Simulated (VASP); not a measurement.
All values below come from optB88-vdW, VASP's PBE PAW potentials (set 64) (plane waves; VASP).

Input for VASP

KPOINTS:
```
k-points along high-symmetry lines
15
Line-mode
Reciprocal
  0.000000   0.000000   0.000000 ! GAMMA
  0.000000   0.500000   0.000000 ! X

  0.000000   0.500000   0.000000 ! X
  0.500000   0.500000   0.000000 ! M

  0.500000   0.500000   0.000000 ! M
  0.000000   0.000000   0.000000 ! GAMMA

  0.000000   0.000000   0.000000 ! GAMMA
  0.500000   0.500000   0.500000 ! R

  0.500000   0.500000   0.500000 ! R
  0.000000   0.500000   0.000000 ! X

  0.500000   0.500000   0.500000 ! R
  0.500000   0.500000   0.000000 ! M
```

### POSCAR
```
Ni3Si
1
    3.5084678217     0.0000000000     0.0000000000
    0.0000000000     3.5084678217     0.0000000000
    0.0000000000     0.0000000000     3.5084678217
Si Ni
1 3
Direct
  0.0000000000   0.0000000000   0.0000000000
  0.0000000000   0.5000000000   0.5000000000
  0.5000000000   0.0000000000   0.5000000000
  0.5000000000   0.5000000000   0.0000000000
```

**INCAR**
```
# general
SYSTEM  =Ni3Si
PREC    =Accurate
ENCUT   =520
LREAL   =.False.
LASPH   =.True.
ICHARG  =11

# electronic loop
EDIFF   =1E-7
NELM    =100
ALGO    =Normal
LMAXMIX =4

# smearing
ISMEAR  =0
SIGMA   =0.05

# functional
GGA     =BO
LUSE_VDW=.True.
AGGAC   =0.0
PARAM1  =0.1833333333
PARAM2  =0.22

# output
LWAVE   =.False.
LCHARG  =.False.
LORBIT  =11
```

POTCAR, in this order: Si Ni (PBE.64 set). Program: vasp_std. Read from the step before: CHGCAR.

Output

OSZICAR:
```
       N       E                     dE             d eps       ncg     rms          rms(c)
DAV:   1     0.204001884946E+03    0.20400E+03   -0.16173E+04  3788   0.221E+03
DAV:   2    -0.285773616133E+01   -0.20686E+03   -0.20011E+03  3780   0.370E+02
DAV:   3    -0.124718465959E+02   -0.96141E+01   -0.92070E+01  4110   0.105E+02
DAV:   4    -0.126742553808E+02   -0.20241E+00   -0.20185E+00  4322   0.132E+01
DAV:   5    -0.126816826804E+02   -0.74273E-02   -0.74257E-02  4818   0.233E+00
DAV:   6    -0.126820138479E+02   -0.33117E-03   -0.33116E-03  5085   0.439E-01
DAV:   7    -0.126820222659E+02   -0.84181E-05   -0.84179E-05  5035   0.564E-02
DAV:   8    -0.126820223395E+02   -0.73599E-07   -0.73710E-07  3443   0.499E-03
   1 F= -.12682022E+02 E0= -.12679059E+02  d E =-.592596E-02
```

OUTCAR:
```
 val. band max:       10.4543508356   @ k =   0.1071   0.1071   0.0000

 cond. band min:      10.4705633388   @ k =   0.0714   0.5000   0.0000



 k-point     1 :       0.0000    0.0000    0.0000
  band No.  band energies     occupation
      1      -1.3506      2.00000
      2       5.6706      2.00000
      3       6.5010      2.00000
      4       6.5010      2.00000
      5       6.9841      2.00000
      6       6.9841      2.00000
      7       6.9841      2.00000
      8       8.9373      2.00000
      9       8.9373      2.00000
     10       8.9373      2.00000
     11       9.6609      2.00000
     12       9.6609      2.00000
     13       9.6609      2.00000
     14       9.8484      2.00000
     15       9.8484      2.00000
     16      10.1744      2.00000
     17      10.5208      0.08517
     18      10.5208      0.08517
     19      10.5208      0.08517
     20      15.2244      0.00000
     21      16.8970      0.00000

 k-point     2 :       0.0000    0.0357    0.0000
  band No.  band energies     occupation
      1      -1.3358      2.00000
      2       5.6750      2.00000
      3       6.4800      2.00000
      4       6.5116      2.00000
      5       6.9829      2.00000
      6       6.9829      2.00000
      7       6.9884      2.00000
      8       8.9013      2.00000
      9       8.9013      2.00000
     10       8.9326      2.00000
     11       9.5921      2.00000
     12       9.6813      2.00000
     13       9.6813      2.00000
     14       9.8487      2.00000
     15       9.8646      2.00000
     16      10.1683      2.00000
     17      10.5208      0.08505
     18      10.5497      0.01112
     19      10.5497      0.01112
     20      15.2693      0.00000
     21      16.9022      0.00000

 k-point     3 :       0.0000    0.0714    0.0000
  band No.  band energies     occupation
      1      -1.2911      2.00000
      2       5.6856      2.00000
      3       6.4173      2.00000
      4       6.5431      2.00000
...
```

The density is held fixed in this step, so its total energy and stress have no physical meaning.

The compound is Ni3Si in the L1_2 structure. It was relaxed first. The run is not spin-polarised, so no magnetic state was tried.
